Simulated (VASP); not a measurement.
Al2Cu, 3 atoms in the cell. Symmetry: I4/mmm, No. 139, tetragonal system. Conventional cell: a = 4.061 Å, b = 4.061 Å, c = 5.702 Å, α = 90.00°, β = 90.00°, γ = 90.00°. Al (site symmetry -4m2) has 4 Cu at 2.48 Å and 2 Al at 2.85 Å as nearest neighbours. Around Cu (site symmetry 4/mmm) lie 8 Al at 2.48 Å. The cell comes from a database or a generator and needn't be the stable form of this composition.

| Property | Result |
| --- | --- |
| Program | VASP 6.6.1 |
| Task | relaxation of cell and atoms |
| Functional | PBEsol |
| Potentials or basis | VASP PAW PBE potentials, release 64 (Al, Cu) |
| Cutoff | 580 eV |
| k mesh | 14 × 14 × 14 |
| Occupations | gaussian, width 0.1 eV |
| Spin | no spin polarisation |
| Further INCAR settings | ALGO = Fast; EDIFF = 1e-07; IBRION = 2; EDIFFG = -0.005; NSW = 90; ISIF = 3 |

Potentials or basis: VASP PAW PBE potentials, release 64 (Al, Cu).

The run is started by

```bash
$ cat potpaw_PBE.64/Al/POTCAR potpaw_PBE.64/Cu/POTCAR > POTCAR
$ mpirun -np 1 vasp_std > vasp.out
```

Hardware: 1 thread of Intel(R) Xeon(R) 6975P-C (Granite Rapids) (shared host).

Task: How long does it take, and how much memory?

Result: It took 2.8 min on 1 thread of Intel(R) Xeon(R) 6975P-C (Granite Rapids) (shared host), peak memory 0.32 GiB. Counts: scf iterations 52, k points 244, ion steps 5.
